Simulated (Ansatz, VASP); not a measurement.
# Ti3Sn: VASP beside Ansatz, part 2 of 2

One calculation is typed for both programs; each brings its own data sets. How far apart do they land? The cell is taken from a series of runs on this material, whose earlier steps may have relaxed, scaled, displaced or heated it; both programs get it as it stands.

VASP 6.6.1 and Ansatz 0.2.0.

So far: Starting point; Ansatz: single point, r2SCAN; VASP: single point, r2SCAN.

### 3. VASP: single point, r2SCAN (continued)

Level of this step: r2SCAN; plane waves and PAW (Sn_d, Ti_sv) (VASP).

Numbers of over 12 decimals in the logs are rounded to 6 here.

Parts of OUTCAR (step 3):

```text
ion  position               nearest neighbor table
   1  0.333  0.667  0.750-   8 2.87   8 2.87   7 2.87   7 2.87   5 2.93   4 2.93   3 2.97   6 2.97
                             6 2.97   3 2.97   4 3.05   5 3.05
   2  0.667  0.333  0.250-   7 2.87   7 2.87   8 2.87   8 2.87   6 2.93   3 2.93   4 2.97   5 2.97
                             4 2.97   5 2.97   3 3.05   6 3.05
   3  0.686  0.832  0.250-   6 2.77   4 2.83   4 2.83   2 2.93   1 2.97   1 2.97   2 3.05
   4  0.832  0.686  0.750-   5 2.77   3 2.83   3 2.83   1 2.93   2 2.97   2 2.97   1 3.05
   5  0.314  0.168  0.750-   4 2.77   6 2.83   6 2.83   1 2.93   2 2.97   2 2.97   1 3.05
   6  0.168  0.314  0.250-   3 2.77   5 2.83   5 2.83   2 2.93   1 2.97   1 2.97   2 3.05
   7  0.821  0.179  0.750-   2 2.87   2 2.87   1 2.87   1 2.87
   8  0.179  0.821  0.250-   1 2.87   1 2.87   2 2.87   2 2.87

  LATTYP: Found a base centered orthorhombic cell.
 ALAT       =     5.7327565400
 B/A-ratio  =     1.8310736496
 C/A-ratio  =     0.8270783605

 Subroutine GETGRP returns: Found  8 space group operations
 (whereof  4 operations were pure point group operations)

The static configuration has the point symmetry C_2h.
 The point group associated with its full space group is D_2h.

 Found    105 irreducible k-points:

   k-points           NKPTS =    105   k-points in BZ     NKDIM =    105   number of bands    NBANDS=     62

   dimension x,y,z NGX =    48 NGY =   48 NGZ =   36
   dimension x,y,z NGXF=    96 NGYF=   96 NGZF=   72

   ENCUT  =  550.0 eV  40.42 Ry    6.36 a.u.  11.44 11.44  9.07*2*pi/ulx,y,z

   NELECT =     100.0000    total number of electrons

 k-points in reciprocal lattice and weights: Automatic mesh
   0.00000000  0.00000000  0.00000000       0.002
   0.12500000  0.00000000  0.00000000       0.008
   0.25000000  0.00000000  0.00000000       0.008
   0.37500000  0.00000000  0.00000000       0.008
   0.50000000  0.00000000  0.00000000       0.004
   0.12500000  0.12500000  0.00000000       0.004
   0.25000000  0.12500000  0.00000000       0.008
   0.37500000  0.12500000  0.00000000       0.008
   0.50000000  0.12500000  0.00000000       0.008
[...]
-0.37500000  0.37500000  0.50000000       0.004
   0.50000000  0.50000000  0.50000000       0.002

 average (electrostatic) potential at core
       1-102.5049       2-102.5049       3 -75.7929       4 -75.7929       5 -75.7929
       6 -75.7929       7 -75.9268       8 -75.9268

 E-fermi :   9.4893

 k-point     1 :       0.0000    0.0000    0.0000
  band No.  band energies     occupation
    ...
     46       8.2236      2.00000
     47       8.2977      2.00000
     48       8.4885      2.00000
     49       8.7356      2.00000
     50       8.9094      1.99998
     51       9.6247      0.12503
     52       9.8201      0.00267
     53      10.0521      0.00003
     54      10.3619      0.00000
     55      10.5669      0.00000
    ...

 k-point     2 :       0.1250    0.0000    0.0000
  band No.  band energies     occupation
    ...
     46       8.2368      2.00000
     47       8.2963      2.00000
     48       8.6786      2.00000
     49       8.8623      1.99999
     50       8.9061      1.99998
     51       9.7339      0.01491
     52       9.8530      0.00138
     53      10.0411      0.00003
     54      10.3135      0.00000
     55      10.5610      0.00000
    ...

 k-point     3 :       0.2500    0.0000    0.0000
  band No.  band energies     occupation
    ...
     46       8.3114      2.00000
     47       8.4273      2.00000
     48       8.7142      2.00000
     49       8.8995      1.99998
     50       9.2496      1.98358
     51       9.9254      0.00033
     52       9.9575      0.00017
     53      10.0387      0.00003
     54      10.2661      0.00000
     55      10.5418      0.00000
    ...

  Total        0.2355948      0.2016985      0.0994105      0.0000000     -0.0000000      0.0000000
  in kB        2.6458382      2.2651675      1.1164260      0.0000000     -0.0000000      0.0000000
  external PRESSURE =       2.0091439 kB  Pullay stress =       0.0000000 kB

  energy-cutoff  :      550.00
  volume of cell :      142.66
      direct lattice vectors                 reciprocal lattice vectors
     2.866378270 -5.248549720  0.000000000     0.174436154 -0.095264411  0.000000000
     2.866378270  5.248549720  0.000000000     0.174436154  0.095264411  0.000000000
     0.000000000  0.000000000  4.741438880     0.000000000  0.000000000  0.210906441

 POSITION                                       TOTAL-FORCE (eV/Angst)
 -----------------------------------------------------------------------------------
      2.86638      1.75617      3.55608        -0.000000     -0.012057     -0.000000
      2.86638     -1.75617      1.18536        -0.000000      0.012057      0.000000
      4.35003      0.76846      1.18536        -0.024175     -0.006007     -0.000000
      4.35003     -0.76846      3.55608        -0.024175      0.006007     -0.000000
      1.38272     -0.76846      3.55608         0.024175      0.006007     -0.000000
      1.38272      0.76846      1.18536         0.024175     -0.006007     -0.000000
      2.86638     -3.36886      3.55608        -0.000000     -0.013246      0.000000
      2.86638      3.36886      1.18536        -0.000000      0.013246     -0.000000
 -----------------------------------------------------------------------------------
    total drift:                                0.000000     -0.000000     -0.000000

  FREE ENERGIE OF THE ION-ELECTRON SYSTEM (eV)
  ---------------------------------------------------
  free  energy   TOTEN  =      -129.8798000836 eV

  energy  without entropy=     -129.8244361229  energy(sigma->0) =     -129.85211810

 total charge
# of ion       s       p       d       tot
------------------------------------------
    1        1.074   1.512  10.019  12.605
    2        1.074   1.512  10.019  12.605
    3        2.209   6.118   1.902  10.229
    4        2.209   6.118   1.902  10.229
    5        2.209   6.118   1.902  10.229
    6        2.209   6.118   1.902  10.229
    7        2.197   6.133   1.877  10.207
    8        2.197   6.133   1.877  10.207
--------------------------------------------------
tot         15.376  39.764  31.398  86.538

[... 3 further parts left out ...]
```

The run ends at a pressure of 0.20 GPa, with forces up to 0.025 eV/Å.

### 4. Differences

Known differences besides the potentials themselves: VASP keeps PBE cores, Ansatz makes them for the functional; the cutoff is 500 eV in Ansatz and 550 eV in VASP; in our runs with r2SCAN, forces from VASP's data set Ti_sv part from Ansatz's all-electron ones, so neither program is the reference here. Total energies have different zeros and are not compared.

Compared:

| quantity | Ansatz | VASP | difference |
| --- | --- | --- | --- |
| pressure (GPa) | -0.20 | 0.20 | -0.40 |

The largest component of a force difference here is 4 meV/Å.

### 5. Results

```
difference in pressure (single point, r2SCAN) : -0.40 GPa
```

What this shows: The difference in pressure is -0.40 GPa (single point, r2SCAN), within the 1 GPa picked in this series as the mark of a large difference. Such differences can come from data sets, numerical settings and the points named under the comparisons, not from the functional's error against experiment.

[Lines on the potential files, build, host, timing and source positions are cut from VASP's logs without a mark.]

[Logs are printed without paths, hosts, clocks, repeated set-up lines and the standing remarks that a program may print on its own settings, such as how far it seeks lower states.]

[Hosts, paths, dates, database ids (printed as entryN), source tags and the programs' standing remarks are cut or masked in the printed files.]
